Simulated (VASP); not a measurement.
Input:

```
CELL_PARAMETERS angstrom
      3.59978     0.00000     0.00000
     -1.79989     3.11750     0.00000
      0.00000     0.00000    18.37212
ATOMIC_POSITIONS crystal
  S  0.66667 0.33333 0.43672
  S  0.33333 0.66667 0.56328
  Pt 0.00000 0.00000 0.50000
```

All values below come from optB88-vdW, VASP's PBE PAW potentials (set 64) (plane waves; VASP 6.6.1). Settings: PREC = Normal, EDIFF = 1E-5, 400 eV cut-off, 12×12×1 Γ-centred mesh, Gaussian smearing of 0.050 eV, potentials S Pt.

The ions and cell shape at fixed volume are relaxed. What does this cell relax into?

```
CELL_PARAMETERS angstrom
      3.56430     0.00000     0.00000
     -1.78215     3.08678     0.00000
      0.00000     0.00000    18.73973
ATOMIC_POSITIONS crystal
  S  0.66667 0.33333 0.43288
  S  0.33333 0.66667 0.56712
  Pt 0.00000 0.00000 0.50000
```

How much energy does the relaxation gain?

The energy (σ→0) changes by -25.4 meV/atom, in 6 ionic steps.

The cell is a sheet with vacuum, built from PtS2 (1T layered).
